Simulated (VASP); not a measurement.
An input for Ansatz (written as the equivalent of a VASP run, and not itself run):

Ansatz 0.2 input:
```yaml
crystal:
  lattice:
    - [4.1511572, 0.0000000, 0.0000000]
    - [-2.0755786, 3.5950081, 0.0000000]
    - [0.0000000, 0.0000000, 6.8056277]
  atoms:
    - { symbol: In, position: [0.3333330, 0.6666670, 0.9999987] }
    - { symbol: In, position: [0.6666670, 0.3333330, 0.4999987] }
    - { symbol: P, position: [0.3333330, 0.6666670, 0.3750013] }
    - { symbol: P, position: [0.6666670, 0.3333330, 0.8750013] }
kpoints:
  mp_grid: { grid: [6, 6, 4] }
hamiltonian:
  xc: pbesol
  pseudopotentials: { kind: paw }
scf:
  occupations: { method: gaussian, width: 0.05 }
  max_iter: 100
relax:
  max_steps: 40
  f_tol: 0.02
  cell: {}
output: { forces: true, stress: true, eigenvalues: true }
```

Q: Translate this input to VASP (INCAR, KPOINTS, POSCAR, choice of POTCAR).

A: Several could match; the one computed here: 
POSCAR:
```
InP
1
    4.1511571597     0.0000000000     0.0000000000
   -2.0755785799     3.5950080697     0.0000000000
    0.0000000000     0.0000000000     6.8056276973
In P
2 2
Direct
  0.3333330000   0.6666670000   0.9999986796
  0.6666670000   0.3333330000   0.4999986796
  0.3333330000   0.6666670000   0.3750013204
  0.6666670000   0.3333330000   0.8750013204
```

INCAR:
```
LCHARG = F
ISIF = 3   # ions, shape and volume
PREC = Accurate
LREAL = F   # projection in real space or not
LMAXMIX = 4
GGA = PS
SYSTEM = InP
LASPH = T   # aspherical one-centre terms
IBRION = 2   # conjugate gradients
NELM = 100   # most electronic steps
EDIFFG = -0.02
ISMEAR = 0
ALGO = Normal
EDIFF = 1E-6
LWAVE = F
ENCUT = 500   # plane-wave cut-off (eV)
SIGMA = 0.05   # width (eV)
NSW = 40   # most ionic steps
```

KPOINTS:
```
K-points
0
G
 6 6 4
```

POTCAR, in this order: In_d P (PBE.64 set). Program: vasp_std.

The two are equivalent in intent, not identical: each code has its own PAW files, so the cut-off isn't converted (ENCUT is set for VASP's; basis.ecutwfc is left out, and Ansatz then takes the one that its files recommend); Ansatz stops its SCF on the density residual and VASP on the energy change (EDIFF).

The structure was generated: InP was put into the wurtzite type (P6_3mc), which need not be its known phase. It was relaxed first, which changed the volume by +7 %.
